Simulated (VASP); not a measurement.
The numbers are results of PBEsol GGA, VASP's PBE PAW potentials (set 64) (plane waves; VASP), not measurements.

VASP ran on this input.

File KPOINTS:
```
Automatic mesh
0
Gamma
19 19 10
0 0 0
```

**POSCAR**
```
Co
1
    2.4553364563     0.0000000000     0.0000000000
   -1.2276682281     2.1263839670     0.0000000000
    0.0000000000     0.0000000000     3.9603963922
Co
2
Direct
  0.6666670000   0.3333330000   0.7500000000
  0.3333330000   0.6666670000   0.2500000000
```

**INCAR**
```
SYSTEM = Co
PREC = Normal
ENCUT = 400
EDIFF = 1E-5
NELM = 100
ALGO = Fast
LREAL = .FALSE.
LASPH = .TRUE.
ISMEAR = 1
SIGMA = 0.1
GGA = PS
LMAXMIX = 4
ISPIN = 2
MAGMOM = 1.8 1.8
LORBIT = 10
LWAVE = .FALSE.
LCHARG = .FALSE.
NELMIN = 4
IBRION = 2
ISIF = 2
NSW = 20
EDIFFG = -0.03
```

POTCAR, in this order: Co (PBE.64 set). Program: vasp_std.

**Question.** What will the output report for the number of irreducible k-points (NKPTS), largest plane-wave count, number of space-group operations, FFT grid (NGX, NGY, NGZ)?

**Answer.** 
```
Property                                      Result
--------------------------------------  ------------
number of irreducible k-points (NKPTS)           240
largest plane-wave count                         384
number of space-group operations                  24
FFT grid (NGX, NGY, NGZ)                12 × 12 × 20
```

The compound is Co in the hcp structure. It was relaxed first, which changed the volume by -7 %.
